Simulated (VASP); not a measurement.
**LaSe (relaxed from the CsCl type structure, space group Pm-3m): computed properties**

All values below come from PBEsol GGA, VASP's PBE PAW potentials (set 64) (plane waves; VASP).

For LaSe, the space group comes out as Pm-3m (221), the cell comes out as a = 3.6522 Å, b = 3.6522 Å, c = 3.6522 Å, α = 90.00°, β = 90.00°, γ = 90.00° and the volume per atom comes out as 24.36 Å³/atom. The band gap (over mesh and band path) is none (metal, semimetal or under 0.01 eV) and the density is 7.43 g/cm³.

```yaml
crystal:
  lattice:
    - [3.65216, 0.00000, 0.00000]
    - [0.00000, 3.65216, 0.00000]
    - [0.00000, 0.00000, 3.65216]
  atoms:
    - { symbol: La, position: [0.00000, 0.00000, 0.00000] }
    - { symbol: Se, position: [0.50000, 0.50000, 0.50000] }
```

The structure was generated: LaSe was put into the CsCl type type (Pm-3m), which need not be its known phase. It was relaxed first, which changed the volume by -37 %. Symmetry was kept, so distortions that lower it aren't found. The electron count is odd and the run is not spin-polarised, which forces a metal.
